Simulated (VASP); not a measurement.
**Mo3Ir4: single point with PBE**

Mo3Ir4:

```
CELL_PARAMETERS angstrom
4.47680 0.00000 0.00000
0.00000 4.47680 0.00000
0.00000 0.00000 4.47680
ATOMIC_POSITIONS crystal
Mo 0.50000 0.50000 0.00000
Mo 0.00000 0.50000 0.50000
Mo 0.50000 0.00000 0.50000
Ir 0.50000 0.50000 0.50000
Ir 0.50000 0.00000 0.00000
Ir 0.00000 0.50000 0.00000
Ir 0.00000 0.00000 0.50000
```

The cell was built by a generator and needn't be a form met in nature.

```yaml
Program: VASP 6.6.1
Task: single point
Functional: PBE
Potentials_or_basis: VASP PAW PBE potentials, release 64 (Mo_sv, Ir)
Cutoff: 520 eV
k_mesh: 6 × 6 × 6
Occupations: fermi-dirac, width 0.05 eV
Spin: no spin polarisation
Further_INCAR_settings: ALGO = Normal; EDIFF = 1e-07; NBANDS = 48
```

| Item | Value |
| --- | --- |
| Pressure | 177.4 GPa |
| Band gap on the k mesh | none (metal or under the smearing width) |

Levels at points of the mesh, in eV from the Fermi level:
```
           k point  band 37  band 38  band 39  band 40  band 41  band 42
(0.00, 0.00, 0.00)    -0.39     0.60     0.60     0.87     0.87     0.87
(0.50, 0.00, 0.00)    -0.39     0.38     0.68     0.89     1.23     1.23
(0.50, 0.50, 0.00)    -1.37    -1.18    -1.18    -0.77    -0.38    -0.38
(0.50, 0.50, 0.50)    -1.80    -1.80    -1.80    -1.61    -1.61    -1.61
```

Wall time 2.7 min on 1 thread of Intel(R) Xeon(R) Platinum 8375C CPU @ 2.90GHz (Ice Lake), with other jobs on the host, peak memory 0.23 GiB.

Caveat: a pressure of tens of GPa on the cell as given is suspect, and the run, the potentials or the cell itself is likely at fault. The run has no spin-orbit coupling, so splittings on Ir are missing.
